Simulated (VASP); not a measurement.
# Zn15NiO16 (a cell with a defect) in VASP: notebook, part 2 of 2

VASP 6.6.1. Earlier steps stand in the parts before.

### 3 Single point, PBEsol+U, collinear spin, ferromagnetic start

INCAR reads:

```
SYSTEM = Zn15NiO16
PREC = Accurate
ENCUT = 450
EDIFF = 1E-5
ISMEAR = 0
SIGMA = 0.03
LREAL = Auto
LASPH = .TRUE.
NELM = 120
ALGO = Normal
ISIF = 2
LWAVE = .FALSE.
LCHARG = .FALSE.
ISPIN = 2
MAGMOM = 1 0 0 0 0 0 0 0 0 0 0 0 0 0 0 0 0 0 0 0 0 0 0 0 0 0 0 0 0 0 0 0
LORBIT = 11
NUPDOWN = 1
LMAXMIX = 4
LDAU = .TRUE.
LDAUTYPE = 2
LDAUL = 2 -1 -1
LDAUU = 5 0 0
LDAUJ = 0 0 0
LDAUPRINT = 1
GGA = PS
NBANDS = 169
NELECT = 285.0
KPAR = 4
```

KPOINTS reads:

```
Automatic mesh
0
G
  3 3 2
  0 0 0
```

POSCAR reads:

```
Zn15NiO16
1.0
    6.4988000000      0.0000000000      0.0000000000
   -3.2494000000      5.6281258941      0.0000000000
    0.0000000000      0.0000000000     10.4076000000
Ni Zn O
1 15 16
Direct
    0.1666666667      0.3333333333      0.0000000000
    0.1666666667      0.3333333333      0.5000000000
    0.1666666667      0.8333333333      0.0000000000
    0.1666666667      0.8333333333      0.5000000000
    0.6666666667      0.3333333333      0.0000000000
    0.6666666667      0.3333333333      0.5000000000
    0.6666666667      0.8333333333      0.0000000000
    0.6666666667      0.8333333333      0.5000000000
    0.3333333333      0.1666666667      0.2500000000
    0.3333333333      0.1666666667      0.7500000000
    0.3333333333      0.6666666667      0.2500000000
    0.3333333333      0.6666666667      0.7500000000
    0.8333333333      0.1666666667      0.2500000000
    0.8333333333      0.1666666667      0.7500000000
    0.8333333333      0.6666666667      0.2500000000
    0.8333333333      0.6666666667      0.7500000000
    0.1666666667      0.3333333333      0.1910500000
    0.1666666667      0.3333333333      0.6910500000
    0.1666666667      0.8333333333      0.1910500000
    0.1666666667      0.8333333333      0.6910500000
    0.6666666667      0.3333333333      0.1910500000
    0.6666666667      0.3333333333      0.6910500000
    0.6666666667      0.8333333333      0.1910500000
    0.6666666667      0.8333333333      0.6910500000
    0.3333333333      0.1666666667      0.4410500000
    0.3333333333      0.1666666667      0.9410500000
    0.3333333333      0.6666666667      0.4410500000
    0.3333333333      0.6666666667      0.9410500000
    0.8333333333      0.1666666667      0.4410500000
    0.8333333333      0.1666666667      0.9410500000
    0.8333333333      0.6666666667      0.4410500000
    0.8333333333      0.6666666667      0.9410500000
```

Potentials or basis: VASP PAW PBE potentials, release 64 (Ni, Zn, O).

Command:

```
$ cat potpaw_PBE.64/Ni/POTCAR potpaw_PBE.64/Zn/POTCAR potpaw_PBE.64/O/POTCAR > POTCAR
$ mpirun -np 4 vasp_std > vasp.out
```

It took 6.5 min on 4 MPI ranks of Intel Xeon 6975P-C (Granite Rapids), shared host; peak memory 0.8 GiB.

The run converged. Its results:

- Free energy: -156.5122 eV
- Largest force: 0.514 eV/Å
- Net moment: 1.00 μB per cell
- Site moments: Ni +1.55; Zn -0.01; O -0.00, -0.04, +0.04, -0.03 μB
- Valence electrons inside the program's atomic spheres: Ni 9.07; Zn 10.84, 10.83; O 4.97, 4.98

Forces in eV/Å, atoms in the order of the input:
```
Ni   0.000  0.000 -0.060
Zn   0.000  0.000  0.020
Zn  -0.032 -0.018  0.093
Zn  -0.006 -0.004  0.028
Zn   0.000  0.037  0.093
Zn   0.000  0.007  0.028
Zn   0.032 -0.018  0.093
Zn   0.006 -0.004  0.028
Zn  -0.021  0.012  0.038
Zn   0.005 -0.003 -0.033
Zn   0.000 -0.025  0.038
Zn   0.000  0.005 -0.033
Zn   0.021  0.012  0.038
Zn  -0.005 -0.003 -0.033
Zn   0.000  0.000  0.063
Zn   0.000  0.000 -0.004
O    0.000  0.000 -0.514
O    0.000  0.000  0.018
O    0.010  0.006 -0.083
O    0.011  0.007  0.000
O    0.000 -0.011 -0.083
O    0.000 -0.013  0.000
O   -0.010  0.006 -0.083
O   -0.011  0.007  0.000
O   -0.002  0.001 -0.051
O   -0.320  0.185  0.186
O    0.000 -0.003 -0.051
O    0.000 -0.370  0.186
O    0.002  0.001 -0.051
O    0.320  0.185  0.186
O    0.000  0.000 -0.044
O    0.000  0.000 -0.015
```

Eigenvalues of the final occupation matrices:
```tsv
site	spin	trace	eigenvalues
site 1 d	1	4.91	0.98 0.98 0.98 0.98 1.00
site 1 d	2	3.38	0.12 0.65 0.65 0.98 0.98
```

Caveat: the k mesh is coarse (spacing up to 0.37 Å⁻¹), so the values aren't converged; the cell is charged against a uniform background, so pressure and absolute levels hang on convention; the cutoff is under 1.25 times the usual one of these potentials, so pressure, stress and relaxed cells hold a basis-set (Pulay) error; the PAW data sets were made with another functional, which shifts forces and pressure a little; the total moment is fixed, so each spin has its own Fermi level. The state reached can hang on the start; a lower one may exist.

### 4 Relaxation of the atoms, PBEsol+U, collinear spin, ferromagnetic start

INCAR: that of step 3 with these lines changed.

```diff
@@ -14,5 +14,4 @@
 ISPIN = 2
-MAGMOM = 1 0 0 0 0 0 0 0 0 0 0 0 0 0 0 0 0 0 0 0 0 0 0 0 0 0 0 0 0 0 0 0
+MAGMOM = 3 0 0 0 0 0 0 0 0 0 0 0 0 0 0 0 0 0 0 0 0 0 0 0 0 0 0 0 0 0 0 0
 LORBIT = 11
-NUPDOWN = 1
 LMAXMIX = 4
@@ -25,3 +24,5 @@
 GGA = PS
-NBANDS = 169
+IBRION = 2
+NSW = 40
+EDIFFG = -0.03
 NELECT = 285.0
```

KPOINTS is that of step 3.

POSCAR is that of step 3.

Command:

```
$ cat potpaw_PBE.64/Ni/POTCAR potpaw_PBE.64/Zn/POTCAR potpaw_PBE.64/O/POTCAR > POTCAR
$ mpirun -np 4 vasp_std > vasp.out
```

It took 29 min on 4 MPI ranks of Intel Xeon 6975P-C (Granite Rapids), shared host; peak memory 0.85 GiB.

Results (log left out):

```
Free energy                                           : -157.4579 eV
Energy gained by relaxing                             : 12.6 meV/atom
Ionic steps                                           : 14
Largest force after relaxing                          : 0.022 eV/Å
Band gap on the k mesh                                : 0.57 eV, indirect (least direct gap 0.59 eV)
Net moment                                            : 3.00 μB per cell
Site moments                                          : Ni +2.00; Zn -0.00, +0.02, +0.00, +0.01; O +0.19, +0.00, +0.01, +0.17 μB
Valence electrons inside the program's atomic spheres : Ni 9.20; Zn 10.85, 10.81, 10.83, 10.82, 10.84; O 4.97, 4.99, 4.98
```

Forces on the atoms (eV/Å):
```
Ni   0.000  0.000  0.006
Zn   0.000  0.000 -0.004
Zn  -0.003 -0.002  0.000
Zn  -0.003 -0.002 -0.005
Zn   0.000  0.004  0.000
Zn   0.000  0.003 -0.005
Zn   0.003 -0.002  0.000
Zn   0.003 -0.002 -0.005
Zn   0.004 -0.002  0.005
Zn   0.003 -0.002 -0.009
Zn   0.000  0.004  0.005
Zn   0.000  0.004 -0.009
Zn  -0.004 -0.002  0.005
Zn  -0.003 -0.002 -0.009
Zn   0.000  0.000  0.021
Zn   0.000  0.000 -0.008
O    0.000  0.000  0.022
O    0.000  0.000 -0.005
O   -0.011 -0.007  0.007
O   -0.003 -0.002 -0.009
O    0.000  0.013  0.007
O    0.000  0.004 -0.009
O    0.011 -0.007  0.007
O    0.003 -0.002 -0.009
O    0.002 -0.001 -0.001
O    0.002 -0.001  0.006
O    0.000  0.002 -0.001
O    0.000  0.002  0.006
O   -0.002 -0.001 -0.001
O   -0.002 -0.001  0.006
O    0.000  0.000  0.003
O    0.000  0.000 -0.014
```

The path:
| step | energy change (eV) | largest force (eV/Å) | pressure (GPa) |
| --- | --- | --- | --- |
| 1 | 0.0000 | 1.5309 | -6.11 |
| 2 | -0.3315 | 0.8036 | -6.08 |
| 3 | -0.3796 | 0.3365 | -5.95 |
| 4 | -0.3843 | 0.2025 | -5.91 |
| 5 | -0.3978 | 0.0670 | -5.88 |
| 6 | -0.3978 | 0.0681 | -5.88 |
| 7 | -0.4000 | 0.0392 | -5.92 |
| 8 | -0.4004 | 0.0595 | -5.94 |
| 9 | -0.4015 | 0.0323 | -5.93 |
| 10 | -0.4018 | 0.0480 | -5.92 |
| 11 | -0.4018 | 0.0653 | -5.93 |
| 12 | -0.4024 | 0.0416 | -5.91 |
| 13 | -0.4024 | 0.0382 | -5.90 |
| 14 | -0.4027 | 0.0219 | -5.92 |

Final structure:
```
CELL_PARAMETERS angstrom
6.49880 0.00000 0.00000
-3.24940 5.62813 0.00000
0.00000 0.00000 10.40760
ATOMIC_POSITIONS crystal
Ni 0.16667 0.33333 0.00076
Zn 0.16667 0.33333 0.50031
Zn 0.16227 0.83113 0.00127
Zn 0.16741 0.83371 0.50078
Zn 0.66887 0.33773 0.00127
Zn 0.66629 0.33259 0.50078
Zn 0.66887 0.83113 0.00127
Zn 0.66629 0.83371 0.50078
Zn 0.33464 0.16536 0.25060
Zn 0.33243 0.16757 0.74876
Zn 0.33464 0.66928 0.25060
Zn 0.33243 0.66486 0.74876
Zn 0.83072 0.16536 0.25060
Zn 0.83514 0.16757 0.74876
Zn 0.83333 0.66667 0.25272
Zn 0.83333 0.66667 0.74772
O 0.16667 0.33333 0.17823
O 0.16667 0.33333 0.69114
O 0.16637 0.83318 0.18957
O 0.16888 0.83444 0.69318
O 0.66682 0.33363 0.18957
O 0.66556 0.33112 0.69318
O 0.66682 0.83318 0.18957
O 0.66556 0.83444 0.69318
O 0.33288 0.16712 0.43936
O 0.32513 0.17487 0.94454
O 0.33288 0.66577 0.43936
O 0.32513 0.65026 0.94454
O 0.83423 0.16712 0.43936
O 0.84974 0.17487 0.94454
O 0.83333 0.66667 0.44261
O 0.83333 0.66667 0.93909
```

Levels at points of the mesh, in eV from the valence-band top:
Spin up:
```
           k point  band 141  band 142  band 143  band 144  band 145  band 146  band 147  band 148
(0.00, 0.00, 0.00)     -0.38     -0.18      0.00      0.00      0.73      3.36      3.37      5.09
(0.00, 0.00, 0.50)     -0.27     -0.27     -0.03     -0.03      1.83      1.86      4.52      4.67
```
Spin down:
```tsv
k point	band 137	band 138	band 139	band 140	band 141	band 142	band 143	band 144	band 145	band 146
(0.00, 0.00, 0.00)	-0.39	-0.36	-0.36	-0.03	-0.03	0.76	0.81	1.09	1.09	3.41
(0.00, 0.00, 0.50)	-0.63	-0.36	-0.36	-0.02	-0.02	0.57	1.08	1.08	1.91	1.97
```

Eigenvalues of the final occupation matrices:
```tsv
site	spin	trace	eigenvalues
site 1 d	1	5.06	0.99 0.99 1.02 1.02 1.03
site 1 d	2	3.12	0.36 0.36 0.41 0.99 0.99
```

Caveat: the cell is charged against a uniform background, so pressure and absolute levels hang on convention; the cutoff is under 1.25 times the usual one of these potentials, so pressure, stress and relaxed cells hold a basis-set (Pulay) error; the PAW data sets were made with another functional, which shifts forces and pressure a little.

### 5 The runs side by side

```tsv
task	fixed moment (μB)	cell	mesh quality	moment (μB)	largest force (eV/Å)
single point	3	as given	coarse	3.00	1.56
single point	1	as given	coarse	1.00	0.51
relaxation of the atoms	-	atoms relaxed	not flagged	3.00	0.02
```

Alike in all rows: level PBEsol+U; potentials or basis VASP PAW PBE potentials, release 64 (Ni, Zn, O); spin collinear, ferromagnetic start; Ni d U = 5 eV; k mesh 3 × 3 × 2; cutoff (eV) 450; smearing gaussian 0.03 eV.

Caveats: some runs use coarse meshes; the cell is charged against a uniform background, so pressure and absolute levels hang on convention; the cutoff is under 1.25 times the usual one of these potentials, so pressure, stress and relaxed cells hold a basis-set (Pulay) error; the PAW data sets were made with another functional, which shifts forces and pressure a little; the total moment is fixed, so each spin has its own Fermi level (some runs).

Absolute energies hang on the potentials; compare differences alone.
